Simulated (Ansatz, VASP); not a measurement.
## Cross-check of Hf26O51 (amorphous HfO2 at 7.65 g/cm^3) between VASP and Ansatz

Aim: how closely do two programs agree when they are given the same cell, functional and k mesh? The structure shown is the start of the Ansatz relaxation below; VASP solves that cell, so the two are compared at the walk's first step.

Program: Ansatz 0.2.0. Level of theory: plane waves, with VASP 6.6.1 beside it; single point at PBE. Results are calculated unless marked as measured.

**1. Starting point**

The cell holds 77 atoms: 26 Hf and 51 O. Cell: a = 10.591 Å, b = 10.591 Å, c = 10.591 Å, α = 90.0°, β = 90.0°, γ = 90.0°. It derives from HfO2 (amorphous HfO2 at 7.65 g/cm^3). As first built, before any earlier steps moved the atoms (in the runner's words): 78 atoms (26 Zr, 52 O) placed at random at 4.48 g/cm^3, melted at 5000 K for 10 ps at fixed volume with the Morse and Coulomb pair potential with partial charges (Pedone, Malavasi, Menziani, Cormack and Segre, J. Phys. Chem. B 110, 11780 (2006)). Quenched from 5000 K to 300 K at 50 K/ps and fixed volume, held 5 ps, then minimised at fixed cell. Then Zr was replaced by Hf (the potential has no terms for the new elements, so the cell is a start for a DFT relaxation). Nearest the centre at fractional (0.070, 0.231, 0.752): Hf10 at 2.10 Å, Hf18 at 2.12 Å, Hf26 at 2.32 Å, O49 at 2.66 Å, O34 at 2.77 Å, O63 at 2.86 Å, O71 at 2.93 Å, O65 at 3.12 Å.

**2. Ansatz: relaxation, PBE**

Ansatz runs on its default PAW (the set named soft_2) files.

The two programs are compared at the cell with which this relaxation starts, whose forces are those of its first step.

The input, input.yaml:

```yaml
crystal:
  lattice:
    - [10.5908, 0.0, 0.0]
    - [0.0, 10.5908, 0.0]
    - [0.0, 0.0, 10.5908]
  atoms:
    - { symbol: Hf, position: [0.46448, 0.60963, 0.27974] }
    - { symbol: Hf, position: [0.13554, 0.72199, 0.20742] }
    - { symbol: Hf, position: [0.74351, 0.59657, 0.76877] }
    - { symbol: Hf, position: [0.68629, 0.38302, 0.06843] }
    - { symbol: Hf, position: [0.97729, 0.8697, 0.90642] }
    - { symbol: Hf, position: [0.49198, 0.63359, 0.97858] }
    - { symbol: Hf, position: [0.8224, 0.54889, 0.27774] }
    - { symbol: Hf, position: [0.17795, 0.5023, 0.44795] }
    - { symbol: Hf, position: [0.23706, 0.70213, 0.71264] }
    - { symbol: Hf, position: [0.96765, 0.19076, 0.91681] }
    - { symbol: Hf, position: [0.48916, 0.38528, 0.56579] }
    - { symbol: Hf, position: [0.99035, 0.52881, 0.94453] }
    - { symbol: Hf, position: [0.64896, 0.86338, 0.23949] }
    - { symbol: Hf, position: [0.50201, 0.87957, 0.77147] }
    - { symbol: Hf, position: [0.22544, 0.20286, 0.36889] }
    - { symbol: Hf, position: [0.32009, 0.02761, 0.1503] }
    - { symbol: Hf, position: [0.22418, 0.39268, 0.10574] }
    - { symbol: Hf, position: [0.2028, 0.37848, 0.72997] }
    - { symbol: Hf, position: [0.95784, 0.74767, 0.48648] }
    - { symbol: Hf, position: [0.85884, 0.40873, 0.58829] }
    - { symbol: Hf, position: [0.46532, 0.93514, 0.47351] }
    - { symbol: Hf, position: [0.64807, 0.09365, 0.04295] }
    - { symbol: Hf, position: [0.40607, 0.20334, 0.88754] }
    - { symbol: Hf, position: [0.72151, 0.17913, 0.381] }
    - { symbol: Hf, position: [0.98017, 0.98505, 0.21185] }
    - { symbol: Hf, position: [0.975, 0.09064, 0.61287] }
    - { symbol: O, position: [0.26845, 0.84488, 0.16074] }
    - { symbol: O, position: [0.00503, 0.59446, 0.34395] }
    - { symbol: O, position: [0.88048, 0.08633, 0.3314] }
    - { symbol: O, position: [0.85531, 0.48616, 0.09799] }
    - { symbol: O, position: [0.63097, 0.51415, 0.9281] }
    - { symbol: O, position: [0.87421, 0.44866, 0.80089] }
    - { symbol: O, position: [0.50007, 0.78685, 0.35996] }
    - { symbol: O, position: [0.05152, 0.42331, 0.57614] }
    - { symbol: O, position: [0.3895, 0.52667, 0.10113] }
    - { symbol: O, position: [0.27266, 0.61923, 0.31831] }
    - { symbol: O, position: [0.12303, 0.57074, 0.08351] }
    - { symbol: O, position: [0.31288, 0.23521, 0.17379] }
    - { symbol: O, position: [0.63298, 0.00123, 0.37734] }
    - { symbol: O, position: [0.49322, 0.51742, 0.43241] }
    - { symbol: O, position: [0.29816, 0.34407, 0.48416] }
    - { symbol: O, position: [0.55455, 0.73243, 0.12263] }
    - { symbol: O, position: [0.76647, 0.95766, 0.11666] }
    - { symbol: O, position: [0.57463, 0.24908, 0.48279] }
    - { symbol: O, position: [0.13519, 0.54014, 0.81473] }
    - { symbol: O, position: [0.54748, 0.03589, 0.88059] }
    - { symbol: O, position: [0.77502, 0.73163, 0.31501] }
    - { symbol: O, position: [0.30444, 0.06781, 0.9661] }
    - { symbol: O, position: [0.92695, 0.02984, 0.79882] }
    - { symbol: O, position: [0.00605, 0.04368, 0.02332] }
    - { symbol: O, position: [0.38681, 0.28049, 0.712] }
    - { symbol: O, position: [0.68184, 0.22772, 0.19962] }
    - { symbol: O, position: [0.88763, 0.69138, 0.88177] }
    - { symbol: O, position: [0.79062, 0.22646, 0.97441] }
    - { symbol: O, position: [0.12433, 0.68747, 0.55192] }
    - { symbol: O, position: [0.65788, 0.4571, 0.65512] }
    - { symbol: O, position: [0.83784, 0.21495, 0.56604] }
    - { symbol: O, position: [0.35896, 0.05646, 0.3743] }
    - { symbol: O, position: [0.93632, 0.91159, 0.56671] }
    - { symbol: O, position: [0.12195, 0.81753, 0.81174] }
    - { symbol: O, position: [0.29893, 0.52642, 0.63377] }
    - { symbol: O, position: [0.57536, 0.95644, 0.62376] }
    - { symbol: O, position: [0.11888, 0.13274, 0.50536] }
    - { symbol: O, position: [0.36093, 0.84035, 0.63024] }
    - { symbol: O, position: [0.28339, 0.34821, 0.91755] }
    - { symbol: O, position: [0.51606, 0.0003, 0.14655] }
    - { symbol: O, position: [0.14249, 0.07376, 0.23726] }
    - { symbol: O, position: [0.37924, 0.72349, 0.85511] }
    - { symbol: O, position: [0.03679, 0.8409, 0.32931] }
    - { symbol: O, position: [0.54363, 0.26476, 0.99709] }
    - { symbol: O, position: [0.05468, 0.34236, 0.00407] }
    - { symbol: O, position: [0.63578, 0.50174, 0.21124] }
    - { symbol: O, position: [0.62279, 0.74232, 0.8145] }
    - { symbol: O, position: [0.84435, 0.62209, 0.59774] }
    - { symbol: O, position: [0.80862, 0.40784, 0.40312] }
    - { symbol: O, position: [0.00751, 0.81195, 0.08776] }
    - { symbol: O, position: [0.15095, 0.37705, 0.29339] }
kpoints:
  mp_grid: { grid: [1, 1, 1] }
hamiltonian:
  xc: pbe
scf:
  occupations: { method: fermi_dirac, width: 0.025 }
output:
  forces: true
  eigenvalues: true
relax:
  f_tol: 0.05
  max_steps: 90
```

Launch:

```
> ansatz run input.yaml --threads 4 --pin off --max-ram 8192MiB --backend cpu --events-out ev --progress --plain --runs-dir out
```

Numbers of over 12 decimals in the logs are rounded to 6 here.

Log:

```text
Engine: ansatz 0.2.0, x86_64-unknown-linux-gnu
Pseudopotentials: kind: paw
Pseudopotential: Hf, paw, valence charge 26, recommended cutoff 420 eV (normal), Hf.paw.azcp
Pseudopotential: O, paw, valence charge 6, recommended cutoff 420 eV (normal), O.paw.azcp
Functional definition: PBE
  parameter kappa = 0.804
  parameter beta = 0.066725
  exchange = pbe_x(kappa = kappa, mu = beta*pi^2/3)
  correlation = pbe_c(beta = beta)
Crystal: 77 atoms, lattice volume = 1187.918 Å³
Basis set: ecut = 420 eV, 23127 PW (Γ), exchange–correlation on 144×144×144 points (8 copies of the dense FFT grid, shifted against one another)
Bands: 590, of which v1, the nominal top of the filled ones, is band 491 counted from 1 (490 counted from 0)
Symmetry: 1 space group operations
Space group: P1 (ITA 1), of the structure as read, at distance tolerance 1.1e-4 Å
k-points: 1
Non-local potential: Hf, projectors of the file, l = 0: 3, l = 1: 2, l = 2: 2, l = 3: 3
Non-local potential: O, projectors of the file, l = 0: 2, l = 1: 2, l = 2: 1
PAW form: soft (Blöchl's): semilocal exchange-correlation on the pseudo side does not see the compensation charge
PAW one-centre angular grid: Hf, 590 points (default); XC on 64 Gauss nodes
PAW one-centre angular grid: O, 110 points (default); XC on 64 Gauss nodes
Initial density: superposition of atomic densities (neutral atoms: chi_scale 0, normalization atom), corrected by the library's trained network
Initial wavefunctions: pseudopotential atomic-orbital guess
Functional: x = pbe(κ = 0.804, μ = 0.219515), c = pbe(β = 0.066725)
SCF iter   1: F=—  HF=-437816.595149 eV  |F-HF|=—  |Δ(HF+E_count)|=         —  Δρ=4.79e-3  dr2=4.46e-1  ethr=1.77e-3  ⟨swp⟩=5.0  Hψ=1829  notcnv=0  defer=66
preconditioner: auto → Resta (q_TF=auto, 2.643 Å⁻¹)  ε∞=4.6  [insulator: Δε(μ)=1.473 eV  Ē_g=17.422 eV  σ=0.025 eV  W_gap=1.00  n_scr=364 (ndim 8)  ℏωp=32.9 eV  f_vac=0.207  D(μ)=0.00/eV (n_scr^D=0)  ε∞_Penn≈4.6]
SCF iter   2: F=—  HF=-437816.534985 eV  |F-HF|=—  |Δ(HF+E_count)|=   6.02e-2  Δρ=2.43e-3  dr2=9.34e-2  ethr=4.54e-5  ⟨swp⟩=2.0  Hψ=1063  notcnv=0  defer=91
SCF iter   3: F=—  HF=-437816.527390 eV  |F-HF|=—  |Δ(HF+E_count)|=   7.59e-3  Δρ=1.14e-3  dr2=2.91e-2  ethr=9.51e-6  ⟨swp⟩=2.0  Hψ=968  notcnv=0  defer=91
SCF iter   4: F=—  HF=-437816.527445 eV  |F-HF|=—  |Δ(HF+E_count)|=   5.56e-5  Δρ=3.79e-4  dr2=3.20e-3  ethr=2.96e-6  ⟨swp⟩=2.0  Hψ=1004  notcnv=0  defer=91
SCF iter   5: F=—  HF=-437816.528250 eV  |F-HF|=—  |Δ(HF+E_count)|=   8.05e-4  Δρ=2.25e-4  dr2=7.12e-4  ethr=3.26e-7  ⟨swp⟩=2.0  Hψ=990  notcnv=0  defer=91
SCF iter   6: F=—  HF=-437816.528242 eV  |F-HF|=—  |Δ(HF+E_count)|=   7.97e-6  Δρ=8.88e-5  dr2=1.48e-4  ethr=7.25e-8  ⟨swp⟩=2.0  Hψ=988  notcnv=0  defer=91
SCF iter   7: F=—  HF=-437816.528391 eV  |F-HF|=—  |Δ(HF+E_count)|=   1.49e-4  Δρ=5.16e-5  dr2=3.96e-5  ethr=1.50e-8  ⟨swp⟩=3.0  Hψ=876  notcnv=0  defer=91
SCF iter   8: F=-437816.528408 eV  HF=-437816.528408 eV  |F-HF|=6.87e-7  |Δ(HF+E_count)|=   1.66e-5  Δρ=2.77e-5  dr2=9.81e-6  ethr=4.03e-9  ⟨swp⟩=11.0  Hψ=2710  notcnv=0
SCF 1 converged in 8 iterations: F = -437816.528408 eV  dr2 = 9.81e-6
  greatest PAW one-centre occupation: 0.999 electrons in one spin orbital (limit 2), on the Hf atom at site 8 (counted from 0), in its partial waves of l = 0
relax step   1: F+E_penalty+E_count = -437816.52840842 eV  Δ(F+E_penalty+E_count) = +0.000e0 eV  max|allowed force component| = 7.347e-1 eV/Å  Δτ_max = 0.0000 Å  (8 SCF iters, dr2 threshold 6.25e-5 eV, accepted)
Initial density: handed on by an earlier stage of this run
Initial wavefunctions: those handed on with the density
iter 1 solved again at ethr=5.00e-5 eV; its pass at ethr=3.10e-3 eV (dr2=4.91e-1 eV) is discarded
SCF iter   1: F=—  HF=-437816.734242 eV  |F-HF|=—  |Δ(HF+E_count)|=         —  Δρ=8.16e-3  dr2=4.86e-1  ethr=5.00e-5  ⟨swp⟩=2.0  Hψ=2002  notcnv=0  defer=91
preconditioner: auto → Resta (q_TF=auto, 2.643 Å⁻¹)  ε∞=4.6  [insulator: Δε(μ)=1.154 eV  Ē_g=17.421 eV  σ=0.025 eV  W_gap=1.00  n_scr=364 (ndim 8)  ℏωp=32.9 eV  f_vac=0.210  D(μ)=0.00/eV (n_scr^D=0)  ε∞_Penn≈4.6]
SCF iter   2: F=—  HF=-437816.634460 eV  |F-HF|=—  |Δ(HF+E_count)|=   9.98e-2  Δρ=4.03e-3  dr2=8.99e-2  ethr=4.94e-5  ⟨swp⟩=4.0  Hψ=976  notcnv=0  defer=91
SCF iter   3: F=—  HF=-437816.620934 eV  |F-HF|=—  |Δ(HF+E_count)|=   1.35e-2  Δρ=1.22e-3  dr2=1.23e-2  ethr=9.16e-6  ⟨swp⟩=3.0  Hψ=1001  notcnv=0  defer=91
SCF iter   4: F=—  HF=-437816.621363 eV  |F-HF|=—  |Δ(HF+E_count)|=   4.29e-4  Δρ=3.78e-4  dr2=1.27e-3  ethr=1.25e-6  ⟨swp⟩=2.0  Hψ=1170  notcnv=0  defer=92
SCF iter   5: F=—  HF=-437816.621560 eV  |F-HF|=—  |Δ(HF+E_count)|=   1.97e-4  Δρ=1.02e-4  dr2=1.40e-4  ethr=1.30e-7  ⟨swp⟩=2.0  Hψ=989  notcnv=0  defer=92
SCF iter   6: F=—  HF=-437816.621620 eV  |F-HF|=—  |Δ(HF+E_count)|=   6.01e-5  Δρ=6.77e-5  dr2=5.60e-5  ethr=1.42e-8  ⟨swp⟩=2.0  Hψ=965  notcnv=0  defer=92
[...]
--- Relaxed structure (10 steps of the walk, 8 accepted, 0 SCFs on fresh bases) ---
  F+E_penalty+E_count = -437816.70401323 eV   max|allowed force component| = 4.472e-2 eV/Å
  atoms:
    - { symbol: Hf, position: [0.464192, 0.610000, 0.279335] }
    - { symbol: Hf, position: [0.134581, 0.723033, 0.205929] }
    - { symbol: Hf, position: [0.744440, 0.596904, 0.767161] }
    - { symbol: Hf, position: [0.686127, 0.383904, 0.066661] }
    - { symbol: Hf, position: [0.977783, 0.870680, 0.904870] }
    - { symbol: Hf, position: [0.492140, 0.635668, 0.977899] }
    - { symbol: Hf, position: [0.821959, 0.542161, 0.280406] }
    - { symbol: Hf, position: [0.176756, 0.504655, 0.444040] }
    - { symbol: Hf, position: [0.237951, 0.708037, 0.711041] }
    - { symbol: Hf, position: [0.962516, 0.192058, 0.913622] }
    - { symbol: Hf, position: [0.494343, 0.384917, 0.566407] }
    - { symbol: Hf, position: [0.992665, 0.528181, 0.942782] }
    - { symbol: Hf, position: [0.651464, 0.861413, 0.242500] }
    - { symbol: Hf, position: [0.503425, 0.880993, 0.771539] }
    - { symbol: Hf, position: [0.222500, 0.202796, 0.373948] }
    - { symbol: Hf, position: [0.319528, 0.030324, 0.151834] }
    - { symbol: Hf, position: [0.225781, 0.391669, 0.103116] }
    - { symbol: Hf, position: [0.213345, 0.388427, 0.722818] }
    - { symbol: Hf, position: [0.954619, 0.742500, 0.484287] }
    - { symbol: Hf, position: [0.866240, 0.400746, 0.597752] }
    - { symbol: Hf, position: [0.467703, 0.938155, 0.472936] }
    - { symbol: Hf, position: [0.646203, 0.093267, 0.045650] }
    - { symbol: Hf, position: [0.406211, 0.203730, 0.887171] }
    - { symbol: Hf, position: [0.723323, 0.183056, 0.381039] }
    - { symbol: Hf, position: [0.979610, 0.985515, 0.210338] }
    - { symbol: Hf, position: [0.963643, 0.083204, 0.606210] }
    - { symbol: O, position: [0.266054, 0.847573, 0.161359] }
    - { symbol: O, position: [0.00608472, 0.590803, 0.344203] }
    - { symbol: O, position: [0.880263, 0.083482, 0.333130] }
    - { symbol: O, position: [0.856484, 0.483275, 0.098905] }
    - { symbol: O, position: [0.630391, 0.515241, 0.927541] }
    - { symbol: O, position: [0.872369, 0.447782, 0.803046] }
    - { symbol: O, position: [0.500741, 0.786979, 0.361118] }
    - { symbol: O, position: [0.056464, 0.424443, 0.580828] }
    - { symbol: O, position: [0.389899, 0.527645, 0.100555] }
    - { symbol: O, position: [0.272720, 0.621404, 0.317280] }
    - { symbol: O, position: [0.123239, 0.568848, 0.083508] }
    - { symbol: O, position: [0.312884, 0.236446, 0.175355] }
    - { symbol: O, position: [0.633947, 0.00123912, 0.377007] }
    - { symbol: O, position: [0.490018, 0.514286, 0.430245] }
    - { symbol: O, position: [0.289484, 0.344947, 0.495602] }
    - { symbol: O, position: [0.555880, 0.732084, 0.123739] }
    - { symbol: O, position: [0.766144, 0.957614, 0.118755] }
    - { symbol: O, position: [0.570739, 0.246972, 0.478273] }
    - { symbol: O, position: [0.137224, 0.543813, 0.812968] }
    - { symbol: O, position: [0.546737, 0.036519, 0.881725] }
    - { symbol: O, position: [0.776394, 0.726988, 0.319041] }
    - { symbol: O, position: [0.303920, 0.070072, 0.968219] }
    - { symbol: O, position: [0.929188, 0.031331, 0.794558] }
    - { symbol: O, position: [0.00322411, 0.043426, 0.020034] }
[...]
- { symbol: O, position: [0.542147, 0.264546, 0.998714] }
    - { symbol: O, position: [0.055693, 0.340170, -0.00173212] }
    - { symbol: O, position: [0.636685, 0.500335, 0.212100] }
    - { symbol: O, position: [0.623861, 0.742689, 0.813553] }
    - { symbol: O, position: [0.846016, 0.615740, 0.597367] }
    - { symbol: O, position: [0.811882, 0.400918, 0.406329] }
    - { symbol: O, position: [0.0071708, 0.811542, 0.086027] }
    - { symbol: O, position: [0.153261, 0.377599, 0.294035] }
```

(Part 1 of 2 ends here.)

[Lines on the potential files, build, host, timing and source positions are cut from VASP's logs without a mark.]

[Logs are printed without paths, hosts, clocks, repeated set-up lines and the standing remarks that a program may print on its own settings, such as how far it seeks lower states.]

[Hosts, paths, dates, database ids (printed as entryN), source tags and the programs' standing remarks are cut or masked in the printed files.]
